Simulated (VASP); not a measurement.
Os (hcp): the bulk modulus from VASP (plane waves, PAW) at several levels of theory. Static lattice, third-order Birch-Murnaghan fit over five volumes.

```csv
level,bulk modulus (GPa),error against measurement
LDA,454,+6.8 %
PBE,405,-4.7 %
PBEsol,442,+4.1 %
SCAN,459,+8.2 %
r2SCAN,435,+2.4 %
```

Measured: 425 GPa at 0 K (as given by Vázquez-Parga, Fernández-Martínez, Viñes, J. Chem. Theory Comput. (2023), doi:10.1021/acs.jctc.3c00612, Supporting …; zero-point energy and finite temperature contributions removed).

The cell of the LDA run:

```yaml
crystal:
  lattice:
    - [1.35871, -2.35335, 0.00000]
    - [1.35871, 2.35335, 0.00000]
    - [0.00000, 0.00000, 4.29516]
  atoms:
    - { symbol: Os, position: [0.33333, 0.66667, 0.25000] }
    - { symbol: Os, position: [0.66667, 0.33333, 0.75000] }
```

Only levels that ran to the end are used. Left out are those held back, those with too coarse a band path, GW runs whose mesh misses a band edge, hybrids' fits of cells that aren't cubic and levels without matching references; a question may draw on a part of the rest.

The compound is Os in the hcp structure.
